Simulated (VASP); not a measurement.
Level of theory: PBE GGA, VASP's PBE PAW potentials (set 64) (plane waves; VASP).

VASP ran on this input.

### KPOINTS
```
Automatic mesh
0
Gamma
3 3 5
0 0 0
```

**INCAR**
```
# general
SYSTEM  = MoS2
PREC    = Accurate
ENCUT   = 300
LREAL   = .False.   # projection in real space or not
LASPH   = .True.   # aspherical one-centre terms

# electronic loop
EDIFF   = 1E-6   # SCF stop (eV)
NELM    = 100   # most electronic steps
ALGO    = Normal   # blocked Davidson
LMAXMIX = 4   # l cut-off of mixed one-centre charges

# smearing
ISMEAR  = 0
SIGMA   = 0.2

# functional
GGA     = PE   # PBE

# ions
IBRION  = 2   # conjugate gradients
NSW     = 50   # most ionic steps
ISIF    = 3   # ions, shape and volume
EDIFFG  = -0.01

# output
LWAVE   = .False.
LCHARG  = .False.
```

### POSCAR
```
MoS2
1
    5.8195320000     0.0000000000     0.0000000000
    0.0000000000     5.8195320000     0.0000000000
    0.0000000000     0.0000000000     3.7478080000
Mo S
2 4
Direct
  0.0000000000   0.0000000000   0.0000000000
  0.5000000000   0.5000000000   0.5000000000
  0.3049600000   0.3049600000   0.0000000000
  0.8049600000   0.1950400000   0.5000000000
  0.1950400000   0.8049600000   0.5000000000
  0.6950400000   0.6950400000   0.0000000000
```

POTCAR, in this order: Mo_sv S (PBE.64 set). Program: vasp_std.

Output

File OSZICAR:
```
...
   3 F= -.40742998E+02 E0= -.40677475E+02  d E =-.530219E+00
       N       E                     dE             d eps       ncg     rms          rms(c)
DAV:   1    -0.412891265399E+02   -0.54613E+00   -0.23028E+01   558   0.312E+01    0.418E+00
DAV:   2    -0.410721086407E+02    0.21702E+00   -0.11983E+00   600   0.598E+00    0.163E+00
DAV:   3    -0.410309041670E+02    0.41204E-01   -0.12379E-01   689   0.212E+00    0.780E-01
DAV:   4    -0.410280587701E+02    0.28454E-02   -0.79124E-03   610   0.493E-01    0.402E-01
DAV:   5    -0.410276516644E+02    0.40711E-03   -0.48369E-03   616   0.420E-01    0.255E-01
DAV:   6    -0.410275117889E+02    0.13988E-03   -0.83210E-04   674   0.159E-01    0.777E-02
DAV:   7    -0.410275296779E+02   -0.17889E-04   -0.10479E-04   703   0.546E-02    0.298E-02
DAV:   8    -0.410275304792E+02   -0.80125E-06   -0.12884E-05   619   0.195E-02    0.585E-03
DAV:   9    -0.410275311414E+02   -0.66227E-06   -0.86342E-07   321   0.547E-03
   4 F= -.41027531E+02 E0= -.40984146E+02  d E =-.284533E+00
       N       E                     dE             d eps       ncg     rms          rms(c)
DAV:   1    -0.439084029567E+02   -0.28809E+01   -0.23323E+02   558   0.988E+01    0.151E+01
DAV:   2    -0.419113172196E+02    0.19971E+01   -0.13122E+01   600   0.191E+01    0.613E+00
DAV:   3    -0.413102376863E+02    0.60108E+00   -0.15012E+00   697   0.789E+00    0.338E+00
DAV:   4    -0.412203898577E+02    0.89848E-01   -0.34141E-01   639   0.322E+00    0.179E+00
DAV:   5    -0.411887483911E+02    0.31641E-01   -0.11720E-01   647   0.214E+00    0.895E-01
DAV:   6    -0.411888268375E+02   -0.78446E-04   -0.66664E-03   657   0.475E-01    0.313E-01
DAV:   7    -0.411889730011E+02   -0.14616E-03   -0.46315E-04   678   0.113E-01    0.118E-01
DAV:   8    -0.411890084010E+02   -0.35400E-04   -0.89842E-05   650   0.460E-02    0.297E-02
DAV:   9    -0.411890164168E+02   -0.80158E-05   -0.11504E-05   528   0.179E-02    0.117E-02
DAV:  10    -0.411890170892E+02   -0.67241E-06   -0.11649E-06   363   0.565E-03
   5 F= -.41189017E+02 E0= -.41154117E+02  d E =-.446019E+00
       N       E                     dE             d eps       ncg     rms          rms(c)
DAV:   1    -0.419940819042E+02   -0.80507E+00   -0.42363E+01   565   0.424E+01    0.585E+00
DAV:   2    -0.414368547262E+02    0.55723E+00   -0.23509E+00   602   0.935E+00    0.250E+00
DAV:   3    -0.413124836685E+02    0.12437E+00   -0.33324E-01   704   0.329E+00    0.106E+00
DAV:   4    -0.412905286281E+02    0.21955E-01   -0.94223E-02   646   0.192E+00    0.657E-01
DAV:   5    -0.412893260239E+02    0.12026E-02   -0.57633E-03   643   0.465E-01    0.276E-01
DAV:   6    -0.412893791584E+02   -0.53135E-04   -0.10622E-03   684   0.158E-01    0.657E-02
DAV:   7    -0.412893773673E+02    0.17911E-05   -0.70977E-05   658   0.445E-02    0.475E-02
DAV:   8    -0.412893848260E+02   -0.74587E-05   -0.30734E-05   603   0.260E-02    0.646E-03
DAV:   9    -0.412893843872E+02    0.43878E-06   -0.33710E-06   535   0.961E-03
   6 F= -.41289384E+02 E0= -.41259456E+02  d E =-.546387E+00
       N       E                     dE             d eps       ncg     rms          rms(c)
DAV:   1    -0.412981545963E+02   -0.87698E-02   -0.49366E-01   579   0.455E+00    0.633E-01
DAV:   2    -0.412922713106E+02    0.58833E-02   -0.24535E-02   608   0.917E-01    0.262E-01
DAV:   3    -0.412908119215E+02    0.14594E-02   -0.33970E-03   704   0.344E-01    0.987E-02
DAV:   4    -0.412906866639E+02    0.12526E-03   -0.63752E-04   640   0.157E-01    0.754E-02
DAV:   5    -0.412906711424E+02    0.15522E-04   -0.76788E-05   674   0.509E-02    0.282E-02
DAV:   6    -0.412906747577E+02   -0.36153E-05   -0.97625E-06   588   0.168E-02    0.676E-03
DAV:   7    -0.412906754282E+02   -0.67060E-06   -0.84184E-07   349   0.530E-03
   7 F= -.41290675E+02 E0= -.41260347E+02  d E =-.547678E+00
       N       E                     dE             d eps       ncg     rms          rms(c)
DAV:   1    -0.420199936599E+02   -0.72932E+00   -0.18124E+01   558   0.330E+01    0.782E+00
DAV:   2    -0.415850483532E+02    0.43495E+00   -0.54695E+00   598   0.148E+01    0.352E+00
DAV:   3    -0.413000453719E+02    0.28500E+00   -0.86370E-01   582   0.479E+00    0.129E+00
DAV:   4    -0.412784034628E+02    0.21642E-01   -0.16289E-01   600   0.229E+00    0.635E-01
DAV:   5    -0.412773523402E+02    0.10511E-02   -0.63613E-03   688   0.437E-01    0.420E-01
DAV:   6    -0.412779223282E+02   -0.56999E-03   -0.15336E-03   692   0.219E-01    0.138E-01
DAV:   7    -0.412777437111E+02    0.17862E-03   -0.49827E-04   653   0.986E-02    0.432E-02
DAV:   8    -0.412777386755E+02    0.50356E-05   -0.96912E-05   612   0.406E-02    0.187E-02
DAV:   9    -0.412777388023E+02   -0.12684E-06   -0.30005E-06   502   0.101E-02
   8 F= -.41277739E+02 E0= -.41244243E+02  d E =0.129366E-01
       N       E                     dE             d eps       ncg     rms          rms(c)
DAV:   1    -0.415495715206E+02   -0.27183E+00   -0.64000E+00   558   0.195E+01    0.510E+00
DAV:   2    -0.413618861364E+02    0.18769E+00   -0.11855E+00   590   0.748E+00    0.165E+00
DAV:   3    -0.413108934537E+02    0.50993E-01   -0.18618E-01   595   0.218E+00    0.683E-01
DAV:   4    -0.413013463451E+02    0.95471E-02   -0.45406E-02   593   0.143E+00    0.404E-01
DAV:   5    -0.413017355219E+02   -0.38918E-03   -0.16932E-03   745   0.232E-01    0.234E-01
DAV:   6    -0.413017792886E+02   -0.43767E-04   -0.47839E-04   676   0.975E-02    0.584E-02
DAV:   7    -0.413017809604E+02   -0.16718E-05   -0.96283E-05   600   0.650E-02    0.202E-02
DAV:   8    -0.413017777067E+02    0.32537E-05   -0.67649E-06   570   0.134E-02    0.114E-02
DAV:   9    -0.413017784589E+02   -0.75220E-06   -0.78022E-07   321   0.532E-03
   9 F= -.41301778E+02 E0= -.41270346E+02  d E =-.111030E-01
       N       E                     dE             d eps       ncg     rms          rms(c)
DAV:   1    -0.413099662815E+02   -0.81886E-02   -0.53715E-01   558   0.463E+00    0.923E-01
DAV:   2    -0.413048114699E+02    0.51548E-02   -0.26731E-02   579   0.103E+00    0.286E-01
DAV:   3    -0.413029910330E+02    0.18204E-02   -0.31662E-03   675   0.334E-01    0.172E-01
DAV:   4    -0.413027168577E+02    0.27418E-03   -0.14402E-03   644   0.233E-01    0.850E-02
DAV:   5    -0.413026810441E+02    0.35814E-04   -0.12865E-04   667   0.689E-02    0.369E-02
DAV:   6    -0.413026858289E+02   -0.47847E-05   -0.20428E-05   659   0.242E-02    0.106E-02
DAV:   7    -0.413026868307E+02   -0.10018E-05   -0.94787E-07   349   0.565E-03    0.412E-03
DAV:   8    -0.413026871618E+02   -0.33113E-06   -0.23966E-07   300   0.301E-03
  10 F= -.41302687E+02 E0= -.41271417E+02  d E =-.908703E-03
       N       E                     dE             d eps       ncg     rms          rms(c)
DAV:   1    -0.413038376999E+02   -0.11509E-02   -0.61485E-02   558   0.157E+00    0.310E-01
DAV:   2    -0.413032508890E+02    0.58681E-03   -0.30836E-03   579   0.351E-01    0.980E-02
DAV:   3    -0.413030407712E+02    0.21012E-03   -0.36428E-04   675   0.114E-01    0.588E-02
DAV:   4    -0.413030062417E+02    0.34529E-04   -0.16928E-04   644   0.798E-02    0.280E-02
DAV:   5    -0.413029999281E+02    0.63136E-05   -0.14749E-05   667   0.233E-02    0.119E-02
DAV:   6    -0.413029979795E+02    0.19486E-05   -0.20031E-06   395   0.802E-03    0.317E-03
DAV:   7    -0.413029976558E+02    0.32373E-06   -0.28986E-07   286   0.314E-03
  11 F= -.41302998E+02 E0= -.41271680E+02  d E =-.121920E-02
       N       E                     dE             d eps       ncg     rms          rms(c)
DAV:   1    -0.413029987501E+02   -0.77058E-06   -0.94726E-05   558   0.614E-02    0.123E-02
DAV:   2    -0.413029977179E+02    0.10323E-05   -0.47260E-06   500   0.137E-02    0.391E-03
DAV:   3    -0.413029974206E+02    0.29723E-06   -0.53134E-07   279   0.485E-03
  12 F= -.41302997E+02 E0= -.41271679E+02  d E =-.121896E-02
```

**OUTCAR**
```
------------------------ aborting loop because EDIFF is reached ----------------------------------------
  FORCE on cell =-STRESS in cart. coord.  units (eV):
  Direction    XX          YY          ZZ          XY          YZ          ZX
  --------------------------------------------------------------------------------------
  Total       -0.0025766     -0.0025766      0.0402669     -0.0000000      0.0000000      0.0000000
  in kB       -0.0371186     -0.0371186      0.5800987     -0.0000000      0.0000000      0.0000000
  external PRESSURE =       0.1686205 kB  Pullay stress =       0.0000000 kB
  volume of cell :      111.21
      direct lattice vectors                 reciprocal lattice vectors
     5.861051081  0.000000000  0.000000000     0.170617861 -0.000000000  0.000000000
     0.000000000  5.861051081  0.000000000    -0.000000000  0.170617861  0.000000000
     0.000000000  0.000000000  3.237474739     0.000000000  0.000000000  0.308882719
 POSITION                                       TOTAL-FORCE (eV/Angst)
 -----------------------------------------------------------------------------------
      0.00000      0.00000      0.00000        -0.000000     -0.000000     -0.000000
      2.93053      2.93053      1.61874        -0.000000     -0.000000     -0.000000
      1.68205      1.68205      3.23747         0.006183      0.006183      0.000000
      4.61258      1.24847      1.61874         0.006183     -0.006183     -0.000000
      1.24847      4.61258      1.61874        -0.006183      0.006183      0.000000
      4.17900      4.17900      0.00000        -0.006183     -0.006183     -0.000000
 -----------------------------------------------------------------------------------
    total drift:                                0.000000      0.000000      0.000000
  FREE ENERGIE OF THE ION-ELECTRON SYSTEM (eV)
  ---------------------------------------------------
  free  energy   TOTEN  =       -41.3029974206 eV

  energy  without entropy=      -41.2403615728  energy(sigma->0) =      -41.27167950

 reached required accuracy - stopping structural energy minimisation
```
(Selected blocks of OUTCAR.)

### CONTCAR
```
MoS2
   1.00000000000000
     5.8610510814008396    0.0000000000000000    0.0000000000000000
     0.0000000000000000    5.8610510814008396    0.0000000000000000
     0.0000000000000000    0.0000000000000000    3.2374747387762235
  Mo              S
     2     4
Direct
     0.0000000000000000    0.0000000000000000    0.0000000000000000
     0.5000000000000000    0.5000000000000000    0.5000000000000000
     0.2869884802736803    0.2869884802736803    1.0000000000000000
     0.7869884802736803    0.2130115197263196    0.5000000000000000
     0.2130115197263196    0.7869884802736803    0.5000000000000000
     0.7130115197263197    0.7130115197263197    0.0000000000000000
```

At this cut-off the stress carries a Pulay error, which pulls relaxed volumes low. Energy and stress use the plane-wave basis of the starting cell.

The structure was generated: MoS2 was put into an ordered model structure, which need not be its known phase. This run relaxes it. Symmetry was kept, so distortions that lower it aren't found. The k-mesh is coarse (spacing up to 0.39 per Å, 2π included), so the numbers may not be converged in it. The run is one of a series of settings (EDIFFG = -0.01, IBRION = 2, ISIF = 3, NSW = 50 against the base run), some of them coarse on purpose.
